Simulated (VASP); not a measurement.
Level of theory: PBE GGA with D4 dispersion, VASP's PBE PAW potentials (set 64) (plane waves; VASP).

Input for VASP

### KPOINTS
```
Automatic
0
G
6 6 6
0 0 0
```

INCAR:
```
! general
SYSTEM  = KZnF3
PREC    = Accurate
ENCUT   = 520
LREAL   = F   ! projection in real space or not
LASPH   = T   ! aspherical one-centre terms

! electronic loop
EDIFF   = 1E-7   ! SCF stop (eV)
NELM    = 100
ALGO    = Normal
LMAXMIX = 4

! smearing
ISMEAR  = 0   ! Gaussian
SIGMA   = 0.05

! functional
GGA     = PE
IVDW    = 13

! ions
ISIF    = 2

! output
LWAVE   = F
LCHARG  = F
```

**POSCAR**
```
KZnF3
1.0
  4.1886006313   0.0000000000   0.0000000000
  0.0000000000   4.1886006313   0.0000000000
  0.0000000000   0.0000000000   4.1886006313
K Zn F
1 1 3
Cart
  0.0000000000   0.0000000000   0.0000000000
  2.0943003156   2.0943003156   2.0943003156
  2.0943003156   0.0000000000   2.0943003156
  0.0000000000   2.0943003156   2.0943003156
  2.0943003156   2.0943003156   0.0000000000
```

POTCAR, in this order: K_sv Zn F (PBE.64 set). Program: vasp_std.

The run wrote:

**OUTCAR**
```
 ion  position               nearest neighbor table
   1  0.000  0.000  0.000-
   2  0.500  0.500  0.500-   3 2.09   4 2.09   5 2.09   5 2.09   3 2.09   4 2.09
   3  0.500  0.000  0.500-   2 2.09   2 2.09
   4  0.000  0.500  0.500-   2 2.09   2 2.09
   5  0.500  0.500  0.000-   2 2.09   2 2.09
  LATTYP: Found a simple cubic cell.
 ALAT       =     4.1886006313
 Subroutine PRICEL returns:
 Original cell was already a primitive cell.
 Subroutine GETGRP returns: Found 48 space group operations
The static configuration has the point symmetry O_h .
The dynamic configuration has the point symmetry O_h .
 Subroutine INISYM returns: Found 48 space group operations
 Subroutine IBZKPT returns following result:
 Found     20 irreducible k-points:

 Following reciprocal coordinates:
            Coordinates               Weight
  0.000000  0.000000  0.000000      1.000000
  0.166667  0.000000  0.000000      6.000000
  0.333333  0.000000  0.000000      6.000000
  0.500000  0.000000  0.000000      3.000000
  0.166667  0.166667  0.000000     12.000000
  0.333333  0.166667  0.000000     24.000000
  0.500000  0.166667  0.000000     12.000000
  0.333333  0.333333  0.000000     12.000000
  0.500000  0.333333  0.000000     12.000000
  0.500000  0.500000  0.000000      3.000000
  0.166667  0.166667  0.166667      8.000000
  0.333333  0.166667  0.166667     24.000000
  0.500000  0.166667  0.166667     12.000000
  0.333333  0.333333  0.166667     24.000000
  0.500000  0.333333  0.166667     24.000000
  0.500000  0.500000  0.166667      6.000000
  0.333333  0.333333  0.333333      8.000000
  0.500000  0.333333  0.333333     12.000000
  0.500000  0.500000  0.333333      6.000000
  0.500000  0.500000  0.500000      1.000000
   k-points           NKPTS =     20   k-points in BZ     NKDIM =     20   number of bands    NBANDS=     25
   number of dos      NEDOS =    301   number of ions     NIONS =      5
   total plane-waves  NPLWV =  32768
   dimension x,y,z NGX =    32 NGY =   32 NGZ =   32
   dimension x,y,z NGXF=    64 NGYF=   64 NGZF=   64
   ions per type =               1   1   3
   PREC   = accura    normal or accurate (medium, high low for compatibility)
   ISTART =      0    job   : 0-new  1-cont  2-samecut
   ICHARG =      2    charge: 1-file 2-atom 10-const
   ISPIN  =      1    spin polarized calculation?
   LNONCOLLINEAR =      F non collinear calculations
   LSORBIT =      F    spin-orbit coupling
   INIWAV =      1    electr: 0-lowe 1-rand  2-diag
   ENCUT  =  520.0 eV  38.22 Ry    6.18 a.u.   7.79  7.79  7.79*2*pi/ulx,y,z
   NELM   =    100;   NELMIN=  2; NELMDL= -5     # of ELM steps
   EDIFF  = 0.1E-06   stopping-criterion for ELM
   LREAL  =      F    real-space projection
   NLSPLINE    = F    spline interpolate recip. space projectors
   LMAXMIX     =    4 max onsite mixed and CHGCAR
   VOSKOWN=      0    Vosko Wilk Nusair interpolation
   EDIFFG = 0.1E-05   stopping-criterion for IOM
   NSW    =      0    number of steps for IOM
   NBLOCK =      1;   KBLOCK =      1    inner block; outer block
   IBRION =     -1    ionic relax: 0-MD 1-quasi-New 2-CG
   NFREE  =      0    steps in history (QN), initial steepest desc. (CG)
   ISIF   =      2    stress and relaxation
   ISYM   =      2    0-nonsym 1-usesym 2-fastsym
   TEIN   =    0.0    initial temperature
   TEBEG  =    0.0;   TEEND  =   0.0 temperature during run
   SMASS  =  -3.00    Nose mass-parameter (am)
   PSTRESS=    0.0 pullay stress
   NELECT =      42.0000    total number of electrons
   EFERMI =   0.00;   METHOD = LEGACY
   ISMEAR =     0;   SIGMA  =   0.05  broadening in eV -4-tet -1-fermi 0-gaus
   IALGO  =     38    algorithm
   LDIAG  =      T    sub-space diagonalisation (order eigenvalues)
...
```

File OSZICAR:
```
       N       E                     dE             d eps       ncg     rms          rms(c)
DAV:   1     0.442892346160E+03    0.44289E+03   -0.22339E+04  1000   0.195E+03
DAV:   2     0.132845156102E+02   -0.42961E+03   -0.41931E+03  1196   0.484E+02
DAV:   3    -0.218843292669E+02   -0.35169E+02   -0.35038E+02  1204   0.152E+02
DAV:   4    -0.227171803471E+02   -0.83285E+00   -0.83176E+00  1624   0.214E+01
DAV:   5    -0.227277918944E+02   -0.10612E-01   -0.10604E-01  1294   0.198E+00    0.107E+01
DAV:   6    -0.202772423242E+02    0.24505E+01   -0.90749E+00  1424   0.416E+01    0.619E+00
DAV:   7    -0.203446582183E+02   -0.67416E-01   -0.16531E+00  1036   0.863E+00    0.412E+00
DAV:   8    -0.203597879920E+02   -0.15130E-01   -0.67272E-01  1321   0.159E+01    0.174E+00
DAV:   9    -0.203163286588E+02    0.43459E-01   -0.12025E-01  1532   0.988E+00    0.644E-01
DAV:  10    -0.203128889530E+02    0.34397E-02   -0.84440E-02  1487   0.673E+00    0.279E-01
DAV:  11    -0.203127769335E+02    0.11202E-03   -0.13767E-02  1362   0.143E+00    0.790E-02
DAV:  12    -0.203128922242E+02   -0.11529E-03   -0.52221E-04  1109   0.230E-01    0.867E-02
DAV:  13    -0.203128456629E+02    0.46561E-04   -0.58126E-04  1182   0.848E-01    0.526E-02
DAV:  14    -0.203128234703E+02    0.22193E-04   -0.21514E-04  1078   0.116E-01    0.119E-02
DAV:  15    -0.203128219543E+02    0.15160E-05   -0.11153E-05  1508   0.581E-02    0.358E-03
DAV:  16    -0.203128217605E+02    0.19379E-06   -0.12554E-06  1283   0.257E-02    0.161E-03
DAV:  17    -0.203128217084E+02    0.52114E-07   -0.48671E-07   984   0.673E-03
   1 F= -.20822038E+02 E0= -.20822038E+02  d E =-.413055E-12
```

File OUTCAR:
```
------------------------ aborting loop because EDIFF is reached ----------------------------------------
  Edisp (eV):   -0.50922
  FORCE on cell =-STRESS in cart. coord.  units (eV):
  Direction    XX          YY          ZZ          XY          YZ          ZX
  --------------------------------------------------------------------------------------
  Total      -1.66732    -1.66732    -1.66732     0.00000     0.00000    -0.00000
  in kB     -36.35163   -36.35163   -36.35163     0.00000     0.00000    -0.00000
  external pressure =      -36.35 kB  Pullay stress =        0.00 kB
  volume of cell :       73.49
      direct lattice vectors                 reciprocal lattice vectors
     4.188600631  0.000000000  0.000000000     0.238743220  0.000000000  0.000000000
     0.000000000  4.188600631  0.000000000     0.000000000  0.238743220  0.000000000
     0.000000000  0.000000000  4.188600631     0.000000000  0.000000000  0.238743220
 POSITION                                       TOTAL-FORCE (eV/Angst)
 -----------------------------------------------------------------------------------
      0.00000      0.00000      0.00000         0.000000      0.000000      0.000000
      2.09430      2.09430      2.09430         0.000000      0.000000      0.000000
      2.09430      0.00000      2.09430         0.000000      0.000000      0.000000
      0.00000      2.09430      2.09430         0.000000      0.000000      0.000000
      2.09430      2.09430      0.00000         0.000000      0.000000      0.000000
 -----------------------------------------------------------------------------------
    total drift:                                0.000000     -0.000000     -0.000000
  FREE ENERGIE OF THE ION-ELECTRON SYSTEM (eV)
  ---------------------------------------------------
  free  energy   TOTEN  =       -20.8220381629 eV

  energy  without entropy=      -20.8220381629  energy(sigma->0) =      -20.82203816
```
(Selected blocks of OUTCAR.)

The compound is KZnF3 in the cubic perovskite structure. This cell is one point of a volume scan, at 1.06 of the reference volume.
